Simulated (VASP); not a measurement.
Computed with PBE GGA, VASP's PBE PAW potentials (set 64) (plane waves; VASP 6.6.1).

Input for VASP

**POSCAR**
```
SiNi3
1
    3.4637400000     0.0000000000     0.0000000000
    0.0000000000     3.4637400000     0.0000000000
    0.0000000000     0.0000000000     3.4637400000
Si Ni
1 3
Direct
  0.0000000000   0.0000000000   0.0000000000
  0.0000000000   0.5000000000   0.5000000000
  0.5000000000   0.0000000000   0.5000000000
  0.5000000000   0.5000000000   0.0000000000
```

INCAR:
```
ALGO = Normal
EDIFF = 1E-6
ENCUT = 300
GGA = PE
ISIF = 2
ISMEAR = -1
LASPH = T
LCHARG = F
LMAXMIX = 4
LREAL = F
LWAVE = F
NELM = 100
PREC = Accurate
SIGMA = 0.05
SYSTEM = SiNi3
```

KPOINTS:
```
Automatic mesh
0
gamma
 13 13 13
```

POTCAR, in this order: Si Ni (PBE.64 set). Program: vasp_std.

The run wrote:

**OSZICAR**
```
       N       E                     dE             d eps       ncg     rms          rms(c)
DAV:   1     0.151497148083E+03    0.15150E+03   -0.11027E+04  3536   0.143E+03
DAV:   2    -0.199112865753E+02   -0.17141E+03   -0.16444E+03  3528   0.309E+02
DAV:   3    -0.272383881482E+02   -0.73271E+01   -0.70700E+01  3936   0.829E+01
DAV:   4    -0.273894257925E+02   -0.15104E+00   -0.15061E+00  4032   0.106E+01
DAV:   5    -0.273945372968E+02   -0.51115E-02   -0.51092E-02  4145   0.189E+00    0.201E+01
DAV:   6    -0.268724246947E+02    0.52211E+00   -0.52839E+01  4024   0.113E+02    0.160E+01
DAV:   7    -0.237473512683E+02    0.31251E+01   -0.15194E+01  3906   0.615E+01    0.454E+00
DAV:   8    -0.236878839063E+02    0.59467E-01   -0.61965E-01  3787   0.617E+00    0.142E+00
DAV:   9    -0.236718716101E+02    0.16012E-01   -0.28617E-02  4761   0.233E+00    0.570E-01
DAV:  10    -0.236696023898E+02    0.22692E-02   -0.37442E-03  4619   0.453E-01    0.185E-01
DAV:  11    -0.236694374012E+02    0.16499E-03   -0.51796E-04  5230   0.255E-01    0.483E-02
DAV:  12    -0.236694237134E+02    0.13688E-04   -0.65126E-05  3820   0.902E-02    0.136E-02
DAV:  13    -0.236694234361E+02    0.27734E-06   -0.62140E-06  3779   0.173E-02
   1 F= -.23669423E+02 E0= -.23661313E+02  d E =-.162212E-01
```

**OUTCAR**
```
------------------------ aborting loop because EDIFF is reached ----------------------------------------
  FORCE on cell =-STRESS in cart. coord.  units (eV):
  Direction    XX          YY          ZZ          XY          YZ          ZX
  --------------------------------------------------------------------------------------
  Total        2.1299883      2.1299883      2.1299883      0.0000000     -0.0000000      0.0000000
  in kB       82.1205681     82.1205681     82.1205681      0.0000000     -0.0000000      0.0000000
  external PRESSURE =      82.1205681 kB  Pullay stress =       0.0000000 kB
  volume of cell :       41.56
      direct lattice vectors                 reciprocal lattice vectors
     3.463740000  0.000000000  0.000000000     0.288705272  0.000000000  0.000000000
     0.000000000  3.463740000  0.000000000     0.000000000  0.288705272  0.000000000
     0.000000000  0.000000000  3.463740000     0.000000000  0.000000000  0.288705272
 POSITION                                       TOTAL-FORCE (eV/Angst)
 -----------------------------------------------------------------------------------
      0.00000      0.00000      0.00000         0.000000      0.000000      0.000000
      0.00000      1.73187      1.73187         0.000000      0.000000      0.000000
      1.73187      0.00000      1.73187         0.000000      0.000000      0.000000
      1.73187      1.73187      0.00000         0.000000      0.000000      0.000000
 -----------------------------------------------------------------------------------
    total drift:                               -0.000000      0.000000      0.000000
  FREE ENERGIE OF THE ION-ELECTRON SYSTEM (eV)
  ---------------------------------------------------
  free  energy   TOTEN  =       -23.6694234361 eV

  energy  without entropy=      -23.6532022251  energy(sigma->0) =      -23.66131283
```
(Selected blocks of OUTCAR.)

File OUTCAR:
```
 val. band max:       11.2230390537   @ k =   0.0769   0.0769   0.0000

 cond. band min:      11.2594775565   @ k =   0.0000   0.0000   0.0000


 Fermi energy:        11.2297142948

 k-point     1 :       0.0000    0.0000    0.0000
  band No.  band energies     occupation
      1      -1.0065      2.00000
      2       6.1104      2.00000
      3       6.9481      2.00000
      4       6.9481      2.00000
      5       7.4930      2.00000
      6       7.4930      2.00000
      7       7.4930      2.00000
      8       9.5922      2.00000
      9       9.5922      2.00000
     10       9.5922      2.00000
     11      10.2844      2.00000
     12      10.2844      2.00000
     13      10.2844      2.00000
     14      10.5680      2.00000
     15      10.5680      2.00000
     16      10.9136      1.99642
     17      11.2595      0.71086
     18      11.2595      0.71086
     19      11.2595      0.71086
     20      16.3905      0.00000
     21      17.7317      0.00000

 k-point     2 :       0.0769    0.0000    0.0000
  band No.  band energies     occupation
      1      -0.9350      2.00000
      2       6.1290      2.00000
      3       6.8484      2.00000
      4       6.9995      2.00000
      5       7.4878      2.00000
      6       7.4878      2.00000
      7       7.5142      2.00000
      8       9.4360      2.00000
      9       9.4360      2.00000
     10       9.5679      2.00000
     11      10.0460      2.00000
     12      10.3680      2.00000
     13      10.3680      2.00000
     14      10.5692      2.00000
     15      10.5863      1.99999
     16      10.8833      1.99804
     17      11.2595      0.71020
     18      11.3945      0.07147
     19      11.3945      0.07147
     20      16.5583      0.00000
     21      17.7119      0.00000

 k-point     3 :       0.1538    0.0000    0.0000
  band No.  band energies     occupation
      1      -0.7228      2.00000
      2       6.0821      2.00000
      3       6.6208      2.00000
...
```

At this cut-off the stress carries a Pulay error, which pulls relaxed volumes low.

The structure comes from a computed database's SiNi3 entry (Pm-3m); how it stands against other phases isn't given here. The cell was not relaxed at this level. The run is not spin-polarised, so no magnetic state was tried.
